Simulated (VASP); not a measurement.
```
AgI
1.0
    2.38560    -4.13197     0.00000
    2.38560     4.13197     0.00000
    0.00000     0.00000     7.79382
Ag I
2 2
Direct
  0.66667   0.33333   0.50014
  0.33333   0.66667   0.00014
  0.66667   0.33333   0.87486
  0.33333   0.66667   0.37486
```

These are revPBE GGA, VASP's PBE PAW potentials (set 64) (plane waves; VASP) values and carry that method's errors. Numerical set-up: 520 eV cut-off, 6×6×3 Γ-centred mesh, Gaussian smearing of 0.050 eV, potentials Ag I.

Unless said otherwise, spin-orbit coupling is left out, though it shifts the bands of the heavy elements here.

Problem. Estimate the energy per atom (σ→0), band gap (on the k-mesh) with the smallest direct gap where there is one.

Solution. 
```
Property                                      Value
-----------------------------------  --------------
band gap (on the k-mesh)                    1.52 eV
smallest direct gap (on the k-mesh)         1.52 eV
energy per atom (σ→0)                -2.108 eV/atom
```

Total energies compare only between runs with the same potentials, cut-off and functional.

The compound is AgI in the wurtzite structure. It was relaxed first, which changed the volume by +12 %.
